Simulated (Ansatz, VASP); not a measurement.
# Zn in two plane-wave programs, part 3 of 3

Wanted: the spread between two codes on one cell, functional and k mesh. Of the first pair: The structure shown is frame 250 of Ansatz's trajectory.

VASP 6.6.1 and Ansatz 0.2.0.

So far. Step 6 (VASP: single point, PBE, pair 2): The run ends at a pressure of 7.90 GPa, with forces up to 1.8 eV/Å.

### Step 8. Ansatz: dynamics, PBE

Level of this step: Ansatz beside VASP: Kohn-Sham DFT, plane waves, PBE (Ansatz).

One frame of this run of dynamics is then solved in both programs, so the motion causes no difference.

The structure compared here is frame 750 of Ansatz's trajectory.

Input file input.yaml:

```yaml
crystal:
  lattice:
    - [6.4182, 0.0, 0.0]
    - [0.0, 6.4182, 0.0]
    - [0.0, 0.0, 6.4182]
  atoms:
    - { symbol: Zn, position: [0.29986, 0.25431, 0.84549] }
    - { symbol: Zn, position: [0.13139, 0.55496, 0.67768] }
    - { symbol: Zn, position: [0.10183, 0.14112, 0.14963] }
    - { symbol: Zn, position: [0.70248, 0.53447, 0.139] }
    - { symbol: Zn, position: [0.48425, 0.57069, 0.44817] }
    - { symbol: Zn, position: [0.82062, 0.06026, 0.62729] }
    - { symbol: Zn, position: [0.42864, 0.2046, 0.36149] }
    - { symbol: Zn, position: [0.43674, 0.92827, 0.01926] }
    - { symbol: Zn, position: [0.22969, 0.8394, 0.34235] }
    - { symbol: Zn, position: [0.72268, 0.15508, 0.12566] }
    - { symbol: Zn, position: [0.13141, 0.91721, 0.79303] }
    - { symbol: Zn, position: [0.88466, 0.70377, 0.42654] }
    - { symbol: Zn, position: [0.47171, 0.59341, 0.8427] }
    - { symbol: Zn, position: [0.47306, 0.90622, 0.62666] }
    - { symbol: Zn, position: [0.77082, 0.43474, 0.66983] }
    - { symbol: Zn, position: [0.26372, 0.49957, 0.14678] }
kpoints:
  mp_grid: { grid: [1, 1, 1] }
hamiltonian:
  xc: pbe
scf:
  occupations: { method: fermi_dirac, width: 0.062 }
output:
  forces: true
  stress: true
md:
  timestep: 4.0
  n_steps: 750
  ensemble: nvt_nose_hoover
  temperature: 1223
  initial_velocities: maxwell_boltzmann
  seed: 5
  temperature_schedule:
    - { n_steps: 93, end_temperature: 1223 }
    - { n_steps: 93, end_temperature: 723 }
```

Run with:

```console
$ ansatz run input.yaml --threads 8 --pin off --max-ram 15360MiB --backend cpu --events-out ev --progress --plain --runs-dir out
```

Numbers of over 12 decimals in the logs are rounded to 6 here.

What it wrote:

```text
[...]
Crystal: 16 atoms, lattice volume = 264.387 Å³
Basis set: ecut = 420 eV, 5185 PW (Γ), exchange–correlation on 90×90×90 points (8 copies of the dense FFT grid, shifted against one another)
Bands: 116, of which v1, the nominal top of the filled ones, is band 96 counted from 1 (95 counted from 0)
Symmetry: 1 space group operations
k-points: 1
[...]
atom  16  Zn     0.41359492    -0.10192194    -0.12445032
  max |Σ_I F_I| component: 9.82e-6 eV/Å
--- Stress (GPa, compression-positive) ---
        5.358001      -0.573488       0.354271
       -0.573488       5.097570      -0.630871
        0.354271      -0.630871       9.863220
  P = ⅓ Tr σ = 6.7729 GPa (67.729 kbar)
--- MD trajectory: 750 steps, t = 0.0 → 3000.0 fs ---
[...]
conserved energy: peak-to-peak 1.831e-2 eV (1.144e-3 eV/atom) over 3000.0 fs
[key lines of the parts left out:]
SCF converged after 9 iterations
Free energy (F): -53105.196583 eV
Fermi energy:    8.915885 eV
```

### Step 9. VASP: single point, PBE, pair 3

The same cell, functional, mesh and smearing now go to VASP, with its own data sets.

Input file INCAR:

```
SYSTEM = Zn
PREC = Accurate
ENCUT = 400
EDIFF = 1E-06
NELM = 120
ISMEAR = -1
SIGMA = 0.062
LREAL = .FALSE.
ALGO = Normal
GGA = PE
NBANDS = 119
LORBIT = 11
LWAVE = .FALSE.
LCHARG = .FALSE.
ISIF = 2
LASPH = .TRUE.
GGA_COMPAT = .FALSE.
EFERMI = MIDGAP
```

Input file POSCAR:

```
Zn
1.0
    6.4182000000      0.0000000000      0.0000000000
    0.0000000000      6.4182000000      0.0000000000
    0.0000000000      0.0000000000      6.4182000000
Zn
16
Direct
    0.2016609018      0.1178523574      0.8615967094
    0.3469508585      0.4380200056      0.6904739647
    0.9183260104      0.1435293384      0.1260945436
    0.8676887601      0.6122588888      0.1571624443
    0.4794179053      0.5804431149      0.3001152971
    0.6163721916      0.1129444393      0.6518338475
    0.3119410427      0.1840703001      0.3692000873
    0.6554329874      0.9484279081      0.2973419339
    0.1713097130      0.8887850176      0.2189710511
    0.5796952417      0.2902059768      0.0355239787
    0.0944034153      0.7024710978      0.8194353557
    0.9867408308      0.9625751768      0.5612477018
    0.6828082640      0.6731326540      0.6888847340
    0.3403134835      0.8529182637      0.5577420461
    0.9066404911      0.3512667103      0.8123773020
    0.1938393942      0.4391885575      0.0935620579
```

Input file KPOINTS:

```
Automatic mesh
0
Gamma
1 1 1
0 0 0
```

Potentials, in the order of the species: Zn (PBE family, release 64).

Run with:

```console
$ mpirun -np 4 vasp_gam
```

What it wrote:

```text
[... set-up lines as in an earlier step ...]
 entering main loop
       N       E                     dE             d eps       ncg     rms          rms(c)
DAV:   1     0.186879540773E+04    0.18688E+04   -0.81475E+04   240   0.244E+03
DAV:   2     0.263541385418E+03   -0.16053E+04   -0.15409E+04   240   0.578E+02
DAV:   3    -0.272840259239E+01   -0.26627E+03   -0.24818E+03   256   0.189E+02
DAV:   4    -0.201627994121E+02   -0.17434E+02   -0.17136E+02   264   0.553E+01
[...]
DAV:  14    -0.183859304212E+02   -0.18227E-04   -0.96398E-05   256   0.819E-02    0.122E-02
DAV:  15    -0.183859352098E+02   -0.47886E-05   -0.21773E-05   256   0.541E-02    0.559E-03
DAV:  16    -0.183859353968E+02   -0.18700E-06   -0.58548E-06   256   0.268E-02
   1 F= -.18385935E+02 E0= -.18385791E+02  d E =-.289734E-03
```

OUTCAR, selected parts (step 9):

```text
  Total        8.5437828      8.0707385     15.8767620     -0.9438234     -1.0648597      0.5849943
  in kB       51.7751114     48.9084749     96.2127833     -5.7195466     -6.4530234      3.5450510
  external PRESSURE =      65.6321232 kB  Pullay stress =       0.0000000 kB

 POSITION                                       TOTAL-FORCE (eV/Angst)
 -----------------------------------------------------------------------------------
      1.29430      0.75640      5.52990         0.528997     -0.692341     -0.276320
      2.22680      2.81130      4.43160         0.415587     -0.201385     -0.235023
      5.89400      0.92120      0.80930         0.126974      0.287451      0.442679
      5.56900      3.92960      1.00870        -0.608437      0.332013     -0.073592
      3.07700      3.72540      1.92620         0.031491      0.185846      0.473319
      3.95600      0.72490      4.18360         0.062634      0.438692      0.274800
      2.00210      1.18140      2.36960         1.152998      1.267771      0.116132
      4.20670      6.08720      1.90840        -0.399663     -0.678433      0.175773
      1.09950      5.70440      1.40540         0.060255     -1.889813     -1.217377
      3.72060      1.86260      0.22800        -0.493451      0.214332      0.148120
      0.60590      4.50860      5.25930        -0.475415      0.350086      0.674456
      6.33310      6.17800      3.60220        -1.450584      0.667349      0.130562
      4.38240      4.32030      4.42140         0.124434      0.049011     -0.273087
      2.18420      5.47420      3.57970         1.121031     -0.747388      0.554516
      5.81900      2.25450      5.21400        -0.616257      0.516275     -0.793432
      1.24410      2.81880      0.60050         0.419407     -0.099464     -0.121526
 -----------------------------------------------------------------------------------
    total drift:                               -0.002872      0.002201      0.000326

  FREE ENERGIE OF THE ION-ELECTRON SYSTEM (eV)
  ---------------------------------------------------
  free  energy   TOTEN  =       -18.3859353968 eV

  energy  without entropy=      -18.3856456627  energy(sigma->0) =      -18.38579053

[... 2 parts as in an earlier step ...]

[... 1 further part left out ...]
[key lines of the parts left out:]
E-fermi :   1.6118
```

The run ends at a pressure of 6.56 GPa, with forces up to 2.2 eV/Å.

### Step 10. Differences

Forces on 7 of the 16 atoms, those with the largest forces and the largest differences (eV/Å; atoms numbered as in POSCAR):

```tsv
atom	Ansatz x, y, z	VASP x, y, z
Zn1	0.513, -0.680, -0.275	0.529, -0.692, -0.276
Zn7	1.145, 1.240, 0.110	1.153, 1.268, 0.116
Zn9	0.057, -1.854, -1.193	0.060, -1.890, -1.217
Zn11	-0.469, 0.341, 0.665	-0.475, 0.350, 0.674
Zn12	-1.426, 0.657, 0.135	-1.451, 0.667, 0.131
Zn14	1.103, -0.733, 0.544	1.121, -0.747, 0.555
Zn15	-0.611, 0.511, -0.772	-0.616, 0.516, -0.793
```

The forces differ by 11 meV/Å r.m.s., which is 1.8 % of the r.m.s. force of 0.620 eV/Å (both taken over all components).

### Step 11. Summary of results

```json
{
 "r.m.s. force difference (single point, PBE, pair 1)": "1.7 % of the r.m.s. force",
 "r.m.s. force difference (single point, PBE, pair 2)": "1.8 % of the r.m.s. force",
 "r.m.s. force difference (single point, PBE, pair 3)": "1.8 % of the r.m.s. force"
}
```

What this shows: The r.m.s. force difference is 1.8 % of the r.m.s. force (single point, PBE, pair 2), within the 3 % picked in this series as the mark of a large difference. Such differences can come from data sets, numerical settings and the points named under the comparisons, not from the functional's error against experiment.

[Lines on the potential files, build, host, timing and source positions are cut from VASP's logs without a mark.]

[Logs are printed without paths, hosts, clocks, repeated set-up lines and the standing remarks that a program may print on its own settings, such as how far it seeks lower states.]

[Hosts, paths, dates, database ids (printed as entryN), source tags and the programs' standing remarks are cut or masked in the printed files.]
